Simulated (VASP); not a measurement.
Here is a VASP 6.6.1 calculation.

Contents of INCAR:

```
SYSTEM = GaAs
  PREC = Accurate
  ENCUT = 520
  EDIFF = 1E-7
  ISMEAR = 0
  SIGMA = 0.02
  LREAL = .False.
  LASPH = .True.
  NELM = 100
  ALGO = Normal
  ISIF = 2
  LWAVE = .False.
  LCHARG = .False.
  GGA = PE
  NBANDS = 11
```

KPOINTS

```
Automatic mesh
0
Gamma
  10 10 10
  0 0 0
```

The input POSCAR:

```
GaAs                                    
1.0
    0.0000000000      2.8220285350      2.8220285350
    2.8220285350      0.0000000000      2.8220285350
    2.8220285350      2.8220285350      0.0000000000
  Ga              As            
     1     1
Direct
     0.0000000000000000    0.0000000000000000    0.0000000000000000
     0.2500000000000000    0.2500000000000000    0.2500000000000000
```

Potentials or basis: VASP PAW PBE potentials, release 64 (Ga, As).

The run is started by

```console
$ cat potpaw_PBE.64/Ga/POTCAR potpaw_PBE.64/As/POTCAR > POTCAR
$ mpirun -np 1 vasp_std > vasp.out
```

**Question.** Predict the pressure.

**Answer.** 4.5 GPa.

**Question.** Estimate the band gap on the k mesh.

**Answer.** 0.62 eV, direct.

A k mesh can miss the band edges.
